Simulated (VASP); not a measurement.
Input:

```
CELL_PARAMETERS angstrom
      4.87496     0.00000     0.00000
      0.00000     4.87496     0.00000
      0.00000     0.00000     3.25914
ATOMIC_POSITIONS crystal
  Sn 0.00000 0.00000 0.00000
  Sn 0.50000 0.50000 0.50000
  O  0.30687 0.30687 0.00000
  O  0.80687 0.19313 0.50000
  O  0.19313 0.80687 0.50000
  O  0.69313 0.69313 0.00000
```

All values below come from RPBE GGA, VASP's PBE PAW potentials (set 64) (plane waves; VASP 6.6.1). Settings: 520 eV cut-off, Gaussian smearing of 0.050 eV, potentials Sn_d O.

Unless said otherwise, spin-orbit coupling is left out, though it shifts the bands of the heavy elements here.

Give the energies of bands 15 to 28 at the high-symmetry points, in eV from the valence-band maximum.

| band | Γ | X | M | Z | R | A |
|---|---|---|---|---|---|---|
| 15 | -7.83 | -6.30 | -5.49 | -6.91 | -6.67 | -7.56 |
| 16 | -3.78 | -6.30 | -5.49 | -6.91 | -6.67 | -7.56 |
| 17 | -3.78 | -2.91 | -3.62 | -3.96 | -5.19 | -4.61 |
| 18 | -3.65 | -2.91 | -3.62 | -3.96 | -5.19 | -4.61 |
| 19 | -2.75 | -2.80 | -2.83 | -3.65 | -3.91 | -2.46 |
| 20 | -2.01 | -2.80 | -2.83 | -3.65 | -3.91 | -2.46 |
| 21 | -1.94 | -1.83 | -1.78 | -2.51 | -1.60 | -2.43 |
| 22 | -1.25 | -1.83 | -1.78 | -2.51 | -1.60 | -2.43 |
| 23 | -1.25 | -1.19 | -1.31 | -1.43 | -0.97 | -0.89 |
| 24 | -0.71 | -1.19 | -1.31 | -1.43 | -0.97 | -0.89 |
| 25 | -0.71 | -0.59 | -0.83 | -1.14 | -0.76 | -0.75 |
| 26 | 0.00 | -0.59 | -0.83 | -1.14 | -0.76 | -0.75 |
| 27 | 0.50 | 3.70 | 4.09 | 5.39 | 5.64 | 4.20 |
| 28 | 5.57 | 3.70 | 4.09 | 5.39 | 5.64 | 4.20 |

The gap is direct, 0.50 eV, from the valence maximum at Γ to the conduction minimum at Γ.

The compound is SnO2 in the rutile structure. It was relaxed first, which changed the volume by +8 %.
